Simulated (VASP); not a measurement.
Output of a VASP run:

OUTCAR:
```
 ion  position               nearest neighbor table
   1  0.333  0.667  0.250-   3 1.42   3 1.42   3 1.42
   2  0.667  0.333  0.750-   4 1.42   4 1.42   4 1.42
   3  0.667  0.333  0.250-   1 1.42   1 1.42   1 1.42
   4  0.333  0.667  0.750-   2 1.42   2 1.42   2 1.42
  LATTYP: Found a hexagonal cell.
 ALAT       =     2.4634286987
 C/A-ratio  =     2.0339657357
 Subroutine PRICEL returns:
 Original cell was already a primitive cell.
 Subroutine GETGRP returns: Found 24 space group operations
The static configuration has the point symmetry D_3d.
 The point group associated with its full space group is D_6h.
The dynamic configuration has the point symmetry D_3d.
 Subroutine INISYM returns: Found 24 space group operations
 Subroutine IBZKPT returns following result:
 Found     42 irreducible k-points:

 Following reciprocal coordinates:
            Coordinates               Weight
  0.000000  0.000000  0.000000      1.000000
  0.100000 -0.000000  0.000000      6.000000
  0.200000 -0.000000  0.000000      6.000000
  0.300000  0.000000  0.000000      6.000000
  0.400000  0.000000  0.000000      6.000000
  0.500000 -0.000000  0.000000      3.000000
  0.100000  0.100000  0.000000      6.000000
  0.200000  0.100000  0.000000     12.000000
  0.300000  0.100000  0.000000     12.000000
  0.400000  0.100000  0.000000     12.000000
  0.200000  0.200000  0.000000      6.000000
  0.300000  0.200000  0.000000     12.000000
  0.400000  0.200000  0.000000      6.000000
  0.300000  0.300000  0.000000      6.000000
  0.000000  0.000000  0.200000      2.000000
  0.100000 -0.000000  0.200000     12.000000
  0.200000 -0.000000  0.200000     12.000000
  0.300000  0.000000  0.200000     12.000000
  0.400000  0.000000  0.200000     12.000000
  0.500000 -0.000000  0.200000      6.000000
  0.100000  0.100000  0.200000     12.000000
  0.200000  0.100000  0.200000     24.000000
  0.300000  0.100000  0.200000     24.000000
  0.400000  0.100000  0.200000     24.000000
  0.200000  0.200000  0.200000     12.000000
  0.300000  0.200000  0.200000     24.000000
  0.400000  0.200000  0.200000     12.000000
  0.300000  0.300000  0.200000     12.000000
  0.000000  0.000000  0.400000      2.000000
  0.100000 -0.000000  0.400000     12.000000
  0.200000 -0.000000  0.400000     12.000000
  0.300000  0.000000  0.400000     12.000000
  0.400000  0.000000  0.400000     12.000000
  0.500000 -0.000000  0.400000      6.000000
  0.100000  0.100000  0.400000     12.000000
  0.200000  0.100000  0.400000     24.000000
  0.300000  0.100000  0.400000     24.000000
  0.400000  0.100000  0.400000     24.000000
  0.200000  0.200000  0.400000     12.000000
  0.300000  0.200000  0.400000     24.000000
   k-points           NKPTS =     42   k-points in BZ     NKDIM =     42   number of bands    NBANDS=     12
   number of dos      NEDOS =    301   number of ions     NIONS =      4
   total plane-waves  NPLWV =  16800
   dimension x,y,z NGX =    20 NGY =   20 NGZ =   42
   dimension x,y,z NGXF=    40 NGYF=   40 NGZF=   84
   ions per type =               2   2
   PREC   = accura    normal or accurate (medium, high low for compatibility)
   ISTART =      0    job   : 0-new  1-cont  2-samecut
   ICHARG =      2    charge: 1-file 2-atom 10-const
   ISPIN  =      1    spin polarized calculation?
   LNONCOLLINEAR =      F non collinear calculations
   LSORBIT =      F    spin-orbit coupling
   INIWAV =      1    electr: 0-lowe 1-rand  2-diag
   ENCUT  =  620.0 eV  45.57 Ry    6.75 a.u.   5.00  5.00 10.17*2*pi/ulx,y,z
   NELM   =    100;   NELMIN=  2; NELMDL= -5     # of ELM steps
   EDIFF  = 0.1E-05   stopping-criterion for ELM
   LREAL  =      F    real-space projection
   NLSPLINE    = F    spline interpolate recip. space projectors
   LMAXMIX     =    2 max onsite mixed and CHGCAR
   VOSKOWN=      0    Vosko Wilk Nusair interpolation
...
```

### OSZICAR
```
...
DAV:   4    -0.352353165988E+02    0.20069E-02   -0.36935E-03  1244   0.637E-01    0.204E-01
DAV:   5    -0.352347729657E+02    0.54363E-03   -0.93534E-04  1136   0.273E-01    0.867E-02
DAV:   6    -0.352347499540E+02    0.23012E-04   -0.11421E-04  1228   0.118E-01    0.704E-03
DAV:   7    -0.352347495763E+02    0.37773E-06   -0.27552E-06  1104   0.186E-02
   2 F= -.28466545E+02 E0= -.28466545E+02  d E =0.726105E-01
       N       E                     dE             d eps       ncg     rms          rms(c)
DAV:   1    -0.358385646900E+02   -0.60381E+00   -0.26898E+00  1052   0.176E+01    0.223E+00
DAV:   2    -0.357420716983E+02    0.96493E-01   -0.22411E-01  1148   0.456E+00    0.712E-01
DAV:   3    -0.357361016114E+02    0.59701E-02   -0.29329E-02  1176   0.164E+00    0.219E-01
DAV:   4    -0.357352376343E+02    0.86398E-03   -0.13753E-03  1200   0.382E-01    0.110E-01
DAV:   5    -0.357350267173E+02    0.21092E-03   -0.34583E-04  1144   0.162E-01    0.474E-02
DAV:   6    -0.357350164458E+02    0.10271E-04   -0.26876E-05  1240   0.599E-02    0.451E-03
DAV:   7    -0.357350165159E+02   -0.70055E-07   -0.50384E-07   660   0.819E-03
   3 F= -.28580138E+02 E0= -.28580138E+02  d E =-.409832E-01
       N       E                     dE             d eps       ncg     rms          rms(c)
DAV:   1    -0.357159476520E+02    0.19069E-01   -0.31486E+00  1020   0.165E+01    0.138E+00
DAV:   2    -0.356603776230E+02    0.55570E-01   -0.79603E-02  1256   0.280E+00    0.677E-01
DAV:   3    -0.356430160783E+02    0.17362E-01   -0.37364E-02  1180   0.172E+00    0.202E-01
DAV:   4    -0.356420546897E+02    0.96139E-03   -0.30271E-03  1276   0.545E-01    0.709E-02
DAV:   5    -0.356419589825E+02    0.95707E-04   -0.58894E-04  1196   0.223E-01    0.409E-02
DAV:   6    -0.356419455884E+02    0.13394E-04   -0.42965E-05  1188   0.665E-02    0.691E-03
DAV:   7    -0.356419456518E+02   -0.63407E-07   -0.15424E-06   832   0.146E-02
   4 F= -.28612574E+02 E0= -.28612574E+02  d E =-.324361E-01
       N       E                     dE             d eps       ncg     rms          rms(c)
DAV:   1    -0.355979352284E+02    0.44010E-01   -0.18315E+00  1024   0.126E+01    0.105E+00
DAV:   2    -0.355660370658E+02    0.31898E-01   -0.45693E-02  1240   0.213E+00    0.520E-01
DAV:   3    -0.355559639238E+02    0.10073E-01   -0.21596E-02  1176   0.132E+00    0.153E-01
DAV:   4    -0.355554202808E+02    0.54364E-03   -0.17548E-03  1284   0.415E-01    0.540E-02
DAV:   5    -0.355553635177E+02    0.56763E-04   -0.34411E-04  1188   0.171E-01    0.310E-02
DAV:   6    -0.355553558175E+02    0.77002E-05   -0.24993E-05  1208   0.508E-02    0.525E-03
DAV:   7    -0.355553558673E+02   -0.49745E-07   -0.83581E-07   656   0.110E-02
   5 F= -.28621591E+02 E0= -.28621591E+02  d E =-.414525E-01
       N       E                     dE             d eps       ncg     rms          rms(c)
DAV:   1    -0.355422165439E+02    0.13139E-01   -0.40805E-02  1028   0.188E+00    0.157E-01
DAV:   2    -0.355414996047E+02    0.71694E-03   -0.10111E-03  1244   0.319E-01    0.780E-02
DAV:   3    -0.355412719318E+02    0.22767E-03   -0.49716E-04  1172   0.200E-01    0.227E-02
DAV:   4    -0.355412601342E+02    0.11798E-04   -0.40454E-05  1284   0.630E-02    0.817E-03
DAV:   5    -0.355412587358E+02    0.13983E-05   -0.80708E-06  1148   0.261E-02    0.459E-03
DAV:   6    -0.355412586166E+02    0.11928E-06   -0.52214E-07   612   0.770E-03
   6 F= -.28621744E+02 E0= -.28621744E+02  d E =-.416055E-01
```

### OUTCAR
```
------------------------ aborting loop because EDIFF is reached ----------------------------------------
  FORCE on cell =-STRESS in cart. coord.  units (eV):
  Direction    XX          YY          ZZ          XY          YZ          ZX
  --------------------------------------------------------------------------------------
  Total        6.9747817      6.9747918      6.9348167      0.0000000      0.0000000     -0.0000000
  in kB      453.5941944    453.5948493    450.9951288      0.0000000      0.0000000     -0.0000000
  external PRESSURE =       2.7280575 kB  Pullay stress =     450.0000000 kB
  volume of cell :       24.64
      direct lattice vectors                 reciprocal lattice vectors
     1.224888153 -2.121570046  0.000000000     0.408200536 -0.235674519 -0.000000000
     1.224888153  2.121570046  0.000000000     0.408200536  0.235674519 -0.000000000
     0.000000000  0.000000000  4.740126258    -0.000000000  0.000000000  0.210964845
  FREE ENERGIE OF THE ION-ELECTRON SYSTEM (eV)
  ---------------------------------------------------
  free  energy   TOTEN  =       -35.5412586166 eV

  energy  without entropy=      -35.5412586166  energy(sigma->0) =      -35.54125862
  enthalpy is  TOTEN    =       -28.6217437617 eV   P V=        6.9195148549

 reached required accuracy - stopping structural energy minimisation
```
(Selected blocks of OUTCAR.)

### POSCAR
```
BN
1
    1.2317138776    -2.1333921058     0.0000000000
    1.2317138776     2.1333921058     0.0000000000
    0.0000000000     0.0000000000     5.0105295653
B N
2 2
Direct
  0.3333330000   0.6666670000   0.2500000000
  0.6666670000   0.3333330000   0.7500000000
  0.6666670000   0.3333330000   0.2500000000
  0.3333330000   0.6666670000   0.7500000000
```

### Question
Reconstruct the remaining input files.

### Answer
Several could match; the one computed here: the input of the run itself, PBEsol GGA, plane waves, VASP's PBE PAW potentials (set 64).

### KPOINTS
```
Automatic mesh
0
Gamma
10 10 5
0 0 0
```

### INCAR
```
# general
SYSTEM =BN
PREC   =Accurate
ENCUT  =620
LREAL  =F
LASPH  =T

# electronic loop
EDIFF  =1E-6
NELM   =100
ALGO   =Normal

# smearing
ISMEAR =0
SIGMA  =0.05

# functional
GGA    =PS

# ions
IBRION =2
NSW    =40
ISIF   =3
EDIFFG =-0.02
PSTRESS=450

# output
LWAVE  =F
LCHARG =F
```

POTCAR, in this order: B N (PBE.64 set). Program: vasp_std.

Energy and stress use the plane-wave basis of the starting cell. Without a dispersion term in the relaxation, distances and binding between the weakly bound layers, chains or molecules are unreliable, and so is what depends on them.

The compound is BN in the hex structure. This run relaxes it under an external pressure of 45 GPa. Symmetry was kept, so distortions that lower it aren't found.
